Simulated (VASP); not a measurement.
# In with and without spin-orbit coupling, part 3 of 4

Aim: run bands, DOS and a relaxation of In twice, without and with spin-orbit coupling. All runs use r2SCAN. Left out of this account: 1 further run (self-consistent run: a reference on another mesh). The start is a cell from a database of measured crystal structures.

VASP 6.6.1, plane waves and PAW; the level of theory is named at each step.

Still holding for the runs below: This run has no spin polarisation. Its electron count is odd, so without a moment it is a metal by construction.

So far. Step 3 (Band structure (r2SCAN + SOC)): Of the bands kept, 4 cross the Fermi level on this path (spinor bands, one electron each). Step 4 (Density of states (r2SCAN)): Of the states within 0.3 eV of the Fermi level, the largest shares in the PAW spheres are In p 31 % and In s 17 %. The rest lies in smaller channels or between the spheres.

### Step 5. Density of states (r2SCAN + SOC)

This step: r2SCAN, spin-orbit coupling; plane waves and PAW (In_d) (VASP 6.6.1).

Here the states are counted by energy and projected on the atoms.

Contents of INCAR:

```
SYSTEM = In
PREC = Accurate
ENCUT = 400
EDIFF = 1E-06
NELM = 100
ISMEAR = -5
SIGMA = 0.05
LREAL = .FALSE.
ALGO = Normal
METAGGA = R2SCAN
LASPH = .TRUE.
LNONCOLLINEAR = .TRUE.
MAGMOM = 0 0 0
NBANDS = 24
GGA_COMPAT = .FALSE.
LSORBIT = .TRUE.
LORBIT = 11
LWAVE = .FALSE.
LCHARG = .FALSE.
KPAR = 2
NEDOS = 2001
```

Contents of POSCAR:

```
In
1.0
   -1.6254700000      1.6254700000      2.4737000000
    1.6254700000     -1.6254700000      2.4737000000
    1.6254700000      1.6254700000     -2.4737000000
In
1
Direct
    0.0000000000      0.0000000000      0.0000000000
```

Contents of KPOINTS:

```
Automatic mesh
0
Gamma
14 14 14
0 0 0
```

Potentials, in the order of the species: In_d (PBE family, release 64).

The run is started by

```bash
mpirun -np 2 vasp_ncl
```

Log:

```text
[... set-up lines as in an earlier step ...]
 entering main loop
       N       E                     dE             d eps       ncg     rms          rms(c)
DAV:   1     0.845313656626E+02    0.84531E+02   -0.53234E+03 12064   0.129E+03
DAV:   2    -0.154558394342E+02   -0.99987E+02   -0.96576E+02 12512   0.329E+02
DAV:   3    -0.247810314653E+02   -0.93252E+01   -0.92782E+01 14080   0.109E+02
DAV:   4    -0.250835286937E+02   -0.30250E+00   -0.30235E+00 15536   0.204E+01
DAV:   5    -0.251026739510E+02   -0.19145E-01   -0.19144E-01 18656   0.399E+00    0.367E+00
DAV:   6    -0.225992985296E+02    0.25034E+01   -0.98700E-01 14624   0.222E+01    0.156E+00
DAV:   7    -0.225992266412E+02    0.71888E-04   -0.17624E-02 17144   0.247E+00    0.106E+00
DAV:   8    -0.226058502961E+02   -0.66237E-02   -0.15030E-02 14288   0.161E+00    0.405E-01
DAV:   9    -0.226062195424E+02   -0.36925E-03   -0.18056E-03 18544   0.368E-01    0.327E-01
DAV:  10    -0.226062033912E+02    0.16151E-04   -0.30054E-05 16720   0.669E-02    0.303E-01
DAV:  11    -0.226059652927E+02    0.23810E-03   -0.14892E-03 16296   0.839E-01    0.842E-02
DAV:  12    -0.226059640783E+02    0.12144E-05   -0.42428E-05 14816   0.104E-01    0.694E-02
DAV:  13    -0.226059638725E+02    0.20575E-06   -0.22221E-06 15320   0.286E-02
   1 F= -.22605964E+02 E0= -.22605964E+02  d E =0.000000E+00  mag=    -0.0000     0.0000     0.0000
 [... a notice as in an earlier step ...]
```

Run time: 6.6 min. Hardware: 2 MPI ranks of Intel Xeon Platinum 8488C (Sapphire Rapids), shared host; peak memory 0.6 GiB; 13 min of CPU time.

From OUTCAR (step 5):

```text
   NELECT =      13.0000    total number of electrons

 E-fermi :   7.5053

 k-point     1 :       0.0000    0.0000    0.0000
  band No.  band energies     occupation
    ...
      8      -7.3117      1.00000
      9      -7.2471      1.00000
     10      -7.2471      1.00000
     11      -2.5465      1.00000
     12      -2.5465      1.00000
     13      18.1130      0.00000
     14      18.1130      0.00000
     15      18.9317      0.00000
     16      18.9317      0.00000
     17      19.0988      0.00000
    ...

  Total        0.1359644      0.1359644      0.1053845      0.0000000      0.0000000      0.0000000
  in kB        8.3324151      8.3324151      6.4583598      0.0000000      0.0000000      0.0000000
  external PRESSURE =       7.7077300 kB  Pullay stress =       0.0000000 kB

 POSITION                                       TOTAL-FORCE (eV/Angst)
 -----------------------------------------------------------------------------------
      0.00000      0.00000      0.00000         0.000000      0.000000      0.000000
 -----------------------------------------------------------------------------------
    total drift:                                0.000000      0.000000     -0.000000

  FREE ENERGIE OF THE ION-ELECTRON SYSTEM (eV)
  ---------------------------------------------------
  free  energy   TOTEN  =       -22.6059638725 eV

  energy  without entropy=      -22.6059638725  energy(sigma->0) =      -22.60596387

 Spin-Orbit-Coupling matrix elements
 Ion:    1  E_soc:     -0.0685287

 magnetization (y)
# of ion       s       p       d       tot
------------------------------------------
    1        0.000   0.000   0.000   0.000

 magnetization (z)
# of ion       s       p       d       tot
------------------------------------------
    1       -0.000  -0.000   0.000  -0.000

[... 9 parts as in an earlier step ...]

[... 9 further parts left out ...]
```

This step gave:

```
SCF cycles             : 13
bands                  : 24
free energy (TOTEN)    : -22.61 eV
Fermi energy           : 7.505 eV
pressure               : 0.7708 GPa
DOS at the Fermi level : 0.3724 states/eV/cell
```

On-site spin-orbit energy by atom:

```tsv
atom	on-site spin-orbit energy (eV)
In1	-0.0685
```

States under -12.0 eV and over 7.5 eV are left out. Table of density of states by energy, zero at the Fermi level; read off at these points; values in states/eV/cell:

```tsv
energy (eV)	total	In p	In s	In d
-10.50	0	0	0	0
-10.00	0.0165	6.7e-5	0.0082	0
-9.50	0.101	0.00222	0.0484	0
-9.00	0.141	0.00544	0.0655	5.0e-4
-8.50	0.174	0.00947	0.0780	8.0e-4
-8.00	0.202	0.0138	0.0879	0.00147
-7.50	0.224	0.0186	0.0944	0.00225
-7.00	0.247	0.0235	0.102	0.0031
-6.50	0.265	0.0281	0.107	0.00401
-6.00	0.288	0.0330	0.114	0.00506
-5.50	0.310	0.0372	0.123	0.00641
-5.00	0.350	0.0412	0.142	0.00840
-4.50	0.400	0.045	0.169	0.0108
-4.34	0.404	0.0451	0.173	0.0111
-4.00	0.347	0.0410	0.148	0.00914
-3.50	0.329	0.0403	0.142	0.00834
-3.00	0.354	0.0610	0.128	0.00782
-2.50	0.353	0.0793	0.101	0.00758
-2.00	0.319	0.0869	0.0657	0.00771
-1.50	0.353	0.111	0.0470	0.0106
-1.00	0.548	0.173	0.0802	0.0172
-0.61	0.545	0.171	0.0876	0.0172
-0.50	0.489	0.152	0.0811	0.0156
0.00	0.372	0.113	0.0660	0.0129
0.50	0.447	0.142	0.0676	0.0183
1.00	0.481	0.157	0.0657	0.0217
1.50	0.476	0.159	0.0605	0.0225
2.00	0.478	0.164	0.0548	0.0241
2.50	0.517	0.181	0.0504	0.0284
3.00	0.546	0.197	0.0452	0.0313
3.50	0.577	0.214	0.0411	0.0340
4.00	0.647	0.250	0.0369	0.0369
4.16	0.671	0.264	0.0356	0.0373
4.50	0.653	0.258	0.0329	0.0381
5.00	0.644	0.260	0.0292	0.0386
5.12	0.648	0.263	0.0283	0.0388
5.50	0.612	0.252	0.0250	0.0380
6.00	0.566	0.238	0.0213	0.0363
6.50	0.536	0.231	0.0182	0.0346
7.00	0.496	0.220	0.0155	0.0318
7.50	0.465	0.214	0.0135	0.0287
```

The DOS at the Fermi level goes from 0.373 to 0.372 states/eV/cell, a number that is sensitive to the mesh. The run took 3.5 times the core time, with 24 spinor bands against 17. Of the states within 0.3 eV of the Fermi level, the largest shares in the PAW spheres are In p 31 % and In s 18 %. The rest lies in smaller channels or between the spheres.

### Step 6. Relaxing cell and atoms (r2SCAN)

This step: r2SCAN; plane waves and PAW (In_d) (VASP 6.6.1).

Last, the cell itself: ISIF = 3 frees volume, shape and positions, first without the coupling.

Contents of INCAR:

```
SYSTEM = In
PREC = Accurate
ENCUT = 400
EDIFF = 1E-06
NELM = 100
ISMEAR = -1
SIGMA = 0.05
LREAL = .FALSE.
ALGO = Normal
METAGGA = R2SCAN
LASPH = .TRUE.
NBANDS = 12
LORBIT = 11
LWAVE = .FALSE.
LCHARG = .FALSE.
KPAR = 2
IBRION = 2
NSW = 60
ISIF = 3
EDIFFG = -0.01
```

POSCAR is that of step 5.

KPOINTS is that of step 5.

The run is started by

```bash
mpirun -np 2 vasp_std
```

Log:

```text
[... set-up lines as in an earlier step ...]
 entering main loop
       N       E                     dE             d eps       ncg     rms          rms(c)
DAV:   1     0.517199424428E+02    0.51720E+02   -0.54393E+03  5972   0.117E+03
DAV:   2    -0.214885669239E+02   -0.73209E+02   -0.71278E+02  6252   0.271E+02
DAV:   3    -0.249874910263E+02   -0.34989E+01   -0.34903E+01  7092   0.623E+01
DAV:   4    -0.250689007782E+02   -0.81410E-01   -0.81385E-01  7736   0.920E+00
DAV:   5    -0.250722425780E+02   -0.33418E-02   -0.33417E-02  8364   0.158E+00    0.364E+00
DAV:   6    -0.225700265382E+02    0.25022E+01   -0.10368E+00  7132   0.222E+01    0.150E+00
DAV:   7    -0.225697673967E+02    0.25914E-03   -0.15947E-02  7888   0.232E+00    0.106E+00
DAV:   8    -0.225769905815E+02   -0.72232E-02   -0.21183E-02  7044   0.186E+00    0.316E-01
DAV:   9    -0.225767992890E+02    0.19129E-03   -0.10723E-03  7412   0.372E-01    0.329E-01
DAV:  10    -0.225764222067E+02    0.37708E-03   -0.38312E-04  7332   0.373E-01    0.479E-01
DAV:  11    -0.225763123257E+02    0.10988E-03   -0.98020E-04  7320   0.540E-01    0.564E-01
DAV:  12    -0.225763693061E+02   -0.56980E-04   -0.75365E-05  7276   0.100E-01    0.318E-01
DAV:  13    -0.225763752578E+02   -0.59517E-05   -0.70085E-06  7608   0.319E-02    0.181E-01
DAV:  14    -0.225763740418E+02    0.12160E-05   -0.18488E-05  7216   0.930E-02    0.444E-03
DAV:  15    -0.225763746957E+02   -0.65390E-06   -0.38128E-06  6964   0.378E-02
   1 F= -.22576375E+02 E0= -.22574795E+02  d E =-.225764E+02
 curvature:   0.00 expect dE= 0.000E+00 dE for cont linesearch  0.000E+00
 trial: gam= 0.00000 g(F)=  0.675E-61 g(S)=  0.365E-03 ort = 0.000E+00 (trialstep = 0.100E+01)
 search vector abs. value=  0.365E-03
 bond charge predicted
       N       E                     dE             d eps       ncg     rms          rms(c)
DAV:   1    -0.225798073452E+02   -0.34333E-02   -0.88590E-02  7584   0.521E+00    0.351E-01
DAV:   2    -0.225772289534E+02    0.25784E-02   -0.51300E-03  7164   0.147E+00    0.154E-01
DAV:   3    -0.225766991151E+02    0.52984E-03   -0.11571E-03  8800   0.758E-01    0.766E-02
DAV:   4    -0.225766640069E+02    0.35108E-04   -0.72622E-05  7716   0.138E-01    0.307E-02
DAV:   5    -0.225766615006E+02    0.25064E-05   -0.14334E-05  8552   0.641E-02    0.157E-02
DAV:   6    -0.225766636903E+02   -0.21898E-05   -0.25947E-06  6452   0.143E-02    0.236E-03
DAV:   7    -0.225766635695E+02    0.12083E-06   -0.12096E-07  3436   0.518E-03
   2 F= -.22576664E+02 E0= -.22575156E+02  d E =-.288874E-03
[...]
3 F= -.22576765E+02 E0= -.22575336E+02  d E =-.390424E-03
[...]
4 F= -.22576888E+02 E0= -.22575527E+02  d E =-.123325E-03
[...]
5 F= -.22576889E+02 E0= -.22575529E+02  d E =-.123422E-03
 curvature:  -1.19 expect dE=-0.272E-04 dE for cont linesearch -0.460E-12
 trial: gam=-0.12705 g(F)=  0.195E-60 g(S)=  0.228E-04 ort =-0.114E-07 (trialstep = 0.127E+01)
 search vector abs. value=  0.283E-04
 bond charge predicted
       N       E                     dE             d eps       ncg     rms          rms(c)
DAV:   1    -0.225774634952E+02   -0.57511E-03   -0.14262E-02  7632   0.229E+00    0.152E-01
DAV:   2    -0.225769879124E+02    0.47558E-03   -0.98042E-04  7256   0.655E-01    0.592E-02
DAV:   3    -0.225769089783E+02    0.78934E-04   -0.20611E-04  8944   0.305E-01    0.356E-02
DAV:   4    -0.225769065155E+02    0.24628E-05   -0.81219E-06  6716   0.386E-02    0.173E-02
DAV:   5    -0.225769064537E+02    0.61836E-07   -0.29969E-06  6948   0.297E-02
   6 F= -.22576906E+02 E0= -.22575543E+02  d E =-.179119E-04
 trial-energy change:   -0.000018  1 .order   -0.000021   -0.000029   -0.000013
 step:   2.2461(harm=  2.2461)  dis= 0.00000  next Energy=   -22.576914 (dE=-0.257E-04)
 reached required accuracy - stopping structural energy minimisation
```

The job ended after 4.8 min (2 MPI ranks; peak memory 0.34 GiB).

From OUTCAR (step 6):

```text
   k-points           NKPTS =    244   k-points in BZ     NKDIM =    244   number of bands    NBANDS=     12

   NELECT =      13.0000    total number of electrons

 E-fermi :   7.4852

 k-point     1 :       0.0000    0.0000    0.0000
  band No.  band energies     occupation
    ...
      2      -7.7390      2.00000
      3      -7.7389      2.00000
      4      -7.6792      2.00000
      5      -7.5391      2.00000
      6      -2.5664      2.00000
      7      18.5663      0.00000
      8      18.5663      0.00000
      9      18.8124      0.00000
     10      19.6558      0.00000
     11      21.8945      0.00000
    ...

  Total       -0.0028376     -0.0028376     -0.0079131      0.0000000      0.0000000      0.0000000
  in kB       -0.1731739     -0.1731739     -0.4829199      0.0000000      0.0000000      0.0000000
  external PRESSURE =      -0.2764226 kB  Pullay stress =       0.0000000 kB

 POSITION                                       TOTAL-FORCE (eV/Angst)
 -----------------------------------------------------------------------------------
      0.00000      0.00000      0.00000        -0.000000      0.000000      0.000000
 -----------------------------------------------------------------------------------
    total drift:                               -0.000000      0.000000      0.000000

  FREE ENERGIE OF THE ION-ELECTRON SYSTEM (eV)
  ---------------------------------------------------
  free  energy   TOTEN  =       -22.5769064537 eV

  energy  without entropy=      -22.5741803510  energy(sigma->0) =      -22.57554340

 reached required accuracy - stopping structural energy minimisation

[... 6 parts as in an earlier step ...]

[... 10 further parts left out ...]
```

CONTCAR:

```
In
   1.00000000000000
    -1.6197449177028005    1.6197449177028005    2.5016518508559660
     1.6197449177028005   -1.6197449177028005    2.5016518508559660
     1.6197449177028005    1.6197449177028005   -2.5016518508559660
  In
     1
Direct
     0.0000000000000000    0.0000000000000000    0.0000000000000000
```

The run keeps the 16 symmetry operations of its start, so it cannot find a distortion of lower symmetry.

Relaxation path:

```tsv
step	energy less that of the first step (eV)	largest force (eV/Å)	pressure (GPa)	volume (Å³)
1	0.0000	0.0000	0.17	26.14
2	-0.0003	0.0000	0.01	26.25
3	-0.0004	0.0000	-0.21	26.38
4	-0.0005	0.0000	-0.07	26.30
5	-0.0005	0.0000	-0.07	26.30
6	-0.0005	0.0000	-0.03	26.25
```

```tsv
conventional cell, symmetrised	before	after	change
a (Å)	3.251	3.239	-0.4 %
b (Å)	3.251	3.239	-0.4 %
c (Å)	4.947	5.003	+1.1 %
volume (Å³/atom)	26.14	26.25	+0.4 %
```

The relaxed structure:

```xyz
1
Lattice="-1.6197 1.6197 2.5017 1.6197 -1.6197 2.5017 1.6197 1.6197 -2.5017" Properties=species:S:1:pos:R:3 pbc="T T T"
In    0.0000    0.0000    0.0000
```

Numbers from this step:

```yaml
bands: 12
free_energy_toten: -22.58 eV
energy_at_zero_smearing: -22.58 eV
fermi_energy: 7.485 eV
pressure: -0.02764 GPa
scf_cycles_over_all_ionic_steps: 44
```

It ends with forces that vanish by symmetry and a pressure of -0.03 GPa.

(Part 3 of 4 ends here.)

[Lines on the potential files, build, host, timing and source positions are cut from VASP's logs without a mark.]

[Logs are printed without paths, hosts, clocks, repeated set-up lines and the standing remarks that a program may print on its own settings, such as how far it seeks lower states.]

[Hosts, paths, dates, database ids (printed as entryN), source tags and the programs' standing remarks are cut or masked in the printed files.]

[A measured line is paired with the nearest computed mode of its activity, which favours agreement.]
